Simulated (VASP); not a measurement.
Output of a VASP run:

File OSZICAR:
```
...
RMM:   3    -0.286098803141E+03   -0.32751E-03   -0.29962E-03   339   0.826E-02    0.383E-02
RMM:   4    -0.286098806176E+03   -0.30350E-05   -0.29015E-04   330   0.319E-02    0.164E-02
RMM:   5    -0.286098812762E+03   -0.65857E-05   -0.70827E-05   272   0.168E-02
  36 F= -.28609881E+03 E0= -.28609881E+03  d E =-.114398E-01
       N       E                     dE             d eps       ncg     rms          rms(c)
DAV:   1    -0.286091161540E+03    0.76446E-02   -0.12608E+00   326   0.182E+00    0.282E-01
RMM:   2    -0.286096190713E+03   -0.50292E-02   -0.68650E-02   326   0.383E-01    0.980E-02
RMM:   3    -0.286097503175E+03   -0.13125E-02   -0.11967E-02   339   0.164E-01    0.765E-02
RMM:   4    -0.286097511711E+03   -0.85361E-05   -0.11158E-03   329   0.632E-02    0.303E-02
RMM:   5    -0.286097541530E+03   -0.29819E-04   -0.28934E-04   329   0.330E-02    0.117E-02
RMM:   6    -0.286097543364E+03   -0.18337E-05   -0.77241E-05   264   0.167E-02
  37 F= -.28609754E+03 E0= -.28609754E+03  d E =-.101704E-01
       N       E                     dE             d eps       ncg     rms          rms(c)
DAV:   1    -0.286095916191E+03    0.16253E-02   -0.66250E-01   326   0.131E+00    0.222E-01
RMM:   2    -0.286098443328E+03   -0.25271E-02   -0.35744E-02   326   0.275E-01    0.707E-02
RMM:   3    -0.286099127700E+03   -0.68437E-03   -0.61975E-03   340   0.118E-01    0.557E-02
RMM:   4    -0.286099142863E+03   -0.15163E-04   -0.61790E-04   332   0.433E-02    0.292E-02
RMM:   5    -0.286099152199E+03   -0.93358E-05   -0.16873E-04   325   0.247E-02    0.991E-03
RMM:   6    -0.286099151649E+03    0.54947E-06   -0.39698E-05   231   0.120E-02
  38 F= -.28609915E+03 E0= -.28609915E+03  d E =-.117786E-01
       N       E                     dE             d eps       ncg     rms          rms(c)
DAV:   1    -0.286101308773E+03   -0.21566E-02   -0.43604E-01   326   0.112E+00    0.183E-01
RMM:   2    -0.286103290087E+03   -0.19813E-02   -0.26624E-02   326   0.253E-01    0.603E-02
RMM:   3    -0.286103754846E+03   -0.46476E-03   -0.43892E-03   334   0.108E-01    0.459E-02
RMM:   4    -0.286103766070E+03   -0.11224E-04   -0.51392E-04   328   0.427E-02    0.201E-02
RMM:   5    -0.286103776068E+03   -0.99979E-05   -0.12638E-04   328   0.232E-02    0.868E-03
RMM:   6    -0.286103777023E+03   -0.95540E-06   -0.33896E-05   223   0.117E-02
  39 F= -.28610378E+03 E0= -.28610378E+03  d E =-.462537E-02
       N       E                     dE             d eps       ncg     rms          rms(c)
DAV:   1    -0.286103826970E+03   -0.50902E-04   -0.10161E-02   356   0.170E-01    0.284E-02
RMM:   2    -0.286103878609E+03   -0.51639E-04   -0.63942E-04   326   0.398E-02    0.100E-02
RMM:   3    -0.286103889480E+03   -0.10871E-04   -0.10157E-04   274   0.171E-02    0.826E-03
RMM:   4    -0.286103889825E+03   -0.34438E-06   -0.13815E-05   202   0.700E-03
  40 F= -.28610389E+03 E0= -.28610389E+03  d E =-.473818E-02
       N       E                     dE             d eps       ncg     rms          rms(c)
DAV:   1    -0.286104622041E+03   -0.73256E-03   -0.48346E-02   326   0.424E-01    0.718E-02
RMM:   2    -0.286104865020E+03   -0.24298E-03   -0.31935E-03   326   0.991E-02    0.249E-02
RMM:   3    -0.286104921389E+03   -0.56369E-04   -0.57856E-04   335   0.435E-02    0.191E-02
RMM:   4    -0.286104922242E+03   -0.85323E-06   -0.66039E-05   300   0.176E-02
  41 F= -.28610492E+03 E0= -.28610492E+03  d E =-.103242E-02
```

File OUTCAR:
```
------------------------ aborting loop because EDIFF is reached ----------------------------------------
  FORCE on cell =-STRESS in cart. coord.  units (eV):
  Direction    XX          YY          ZZ          XY          YZ          ZX
  --------------------------------------------------------------------------------------
  Total       21.4236451     21.3950225     21.4072827     -0.2295671     -0.2086308      0.2145172
  in kB       22.7771429     22.7467120     22.7597468     -0.2440706     -0.2218116      0.2280699
  external PRESSURE =      22.7612006 kB  Pullay stress =       0.0000000 kB
  volume of cell :     1506.97
      direct lattice vectors                 reciprocal lattice vectors
    11.464846211  0.000000000  0.000000000     0.087223150  0.000000000  0.000000000
     0.000000000 11.464846211  0.000000000     0.000000000  0.087223150  0.000000000
     0.000000000  0.000000000 11.464846211     0.000000000  0.000000000  0.087223150
  FREE ENERGIE OF THE ION-ELECTRON SYSTEM (eV)
  ---------------------------------------------------
  free  energy   TOTEN  =      -286.1049222421 eV

  energy  without entropy=     -286.1049222421  energy(sigma->0) =     -286.10492224

 reached required accuracy - stopping structural energy minimisation
```
(Selected blocks of OUTCAR.)

File POSCAR:
```
Al31As33
1
   11.4648462108     0.0000000000     0.0000000000
    0.0000000000    11.4648462108    -0.0000000000
   -0.0000000000    -0.0000000000    11.4648462108
Al As
31 33
Direct
  0.5000000000   0.0000000000   0.0000000000
  0.7500000000   0.2500000000   0.0000000000
  0.7500000000   0.0000000000   0.2500000000
  0.0000000000   0.0000000000   0.0000000000
  0.2500000000   0.2500000000   0.0000000000
  0.5000000000   0.5000000000   0.0000000000
  0.7500000000   0.7500000000   0.0000000000
  0.2500000000   0.0000000000   0.2500000000
  0.5000000000   0.2500000000   0.2500000000
  0.7500000000   0.5000000000   0.2500000000
  0.5000000000   0.0000000000   0.5000000000
  0.7500000000   0.2500000000   0.5000000000
  0.7500000000   0.0000000000   0.7500000000
  0.0000000000   0.5000000000   0.0000000000
  0.2500000000   0.7500000000   0.0000000000
  0.0000000000   0.2500000000   0.2500000000
  0.2500000000   0.5000000000   0.2500000000
  0.5000000000   0.7500000000   0.2500000000
  0.0000000000   0.0000000000   0.5000000000
  0.2500000000   0.2500000000   0.5000000000
  0.7500000000   0.7500000000   0.5000000000
  0.2500000000   0.0000000000   0.7500000000
  0.5000000000   0.2500000000   0.7500000000
  0.7500000000   0.5000000000   0.7500000000
  0.0000000000   0.7500000000   0.2500000000
  0.0000000000   0.5000000000   0.5000000000
  0.2500000000   0.7500000000   0.5000000000
  0.0000000000   0.2500000000   0.7500000000
  0.2500000000   0.5000000000   0.7500000000
  0.5000000000   0.7500000000   0.7500000000
  0.0000000000   0.7500000000   0.7500000000
  0.6250000000   0.1250000000   0.1250000000
  0.8750000000   0.3750000000   0.1250000000
  0.8750000000   0.1250000000   0.3750000000
  0.1250000000   0.1250000000   0.1250000000
  0.3750000000   0.3750000000   0.1250000000
  0.6250000000   0.6250000000   0.1250000000
  0.8750000000   0.8750000000   0.1250000000
  0.3750000000   0.1250000000   0.3750000000
  0.6254120000   0.3791280000   0.3785100000
  0.8750000000   0.6250000000   0.3750000000
  0.6250000000   0.1250000000   0.6250000000
  0.8750000000   0.3750000000   0.6250000000
  0.8750000000   0.1250000000   0.8750000000
  0.1250000000   0.6250000000   0.1250000000
  0.3750000000   0.8750000000   0.1250000000
  0.1250000000   0.3750000000   0.3750000000
  0.3759340000   0.6266860000   0.3753560000
  0.6250000000   0.8750000000   0.3750000000
  0.1250000000   0.1250000000   0.6250000000
  0.3760720000   0.3791380000   0.6264630000
  0.4995310000   0.4975660000   0.5034070000
  0.6228980000   0.6213820000   0.6265360000
  0.8750000000   0.8750000000   0.6250000000
  0.3750000000   0.1250000000   0.8750000000
  0.6250000000   0.3750000000   0.8750000000
  0.8750000000   0.6250000000   0.8750000000
  0.1250000000   0.8750000000   0.3750000000
  0.1250000000   0.6250000000   0.6250000000
  0.3750000000   0.8750000000   0.6250000000
  0.1250000000   0.3750000000   0.8750000000
  0.3750000000   0.6250000000   0.8750000000
  0.6250000000   0.8750000000   0.8750000000
  0.1250000000   0.8750000000   0.8750000000
```

**Question.** Reconstruct the remaining input files.

**Answer.** One answer among several that fit: the input of the run itself, PBE GGA, plane waves, VASP's PBE PAW potentials (set 64).

### INCAR
```
SYSTEM = Al31As33
PREC = Normal
ENCUT = 400
EDIFF = 1E-5
NELM = 100
ALGO = Fast
LREAL = Auto
LASPH = .TRUE.
ISMEAR = 0
SIGMA = 0.05
GGA = PE
LMAXMIX = 4
LWAVE = .FALSE.
LCHARG = .FALSE.
NELMIN = 4
ISYM = 0
NELECT = 260.0
IBRION = 2
ISIF = 2
NSW = 60
EDIFFG = -0.03
```

**KPOINTS**
```
Automatic mesh
0
Gamma
1 1 1
0 0 0
```

POTCAR, in this order: Al As (PBE.64 set). Program: vasp_gam.

The cell is charged, with a uniform compensating background. The supercell is sampled at Γ alone, which is coarse: total energies, pressure and levels can be off, energies of defects by several tenths of an eV.

The cell is a supercell with a defect, built from AlAs (zinc blende): As_Al, charge -2. The run is not spin-polarised, so no state with unpaired spins was tried.
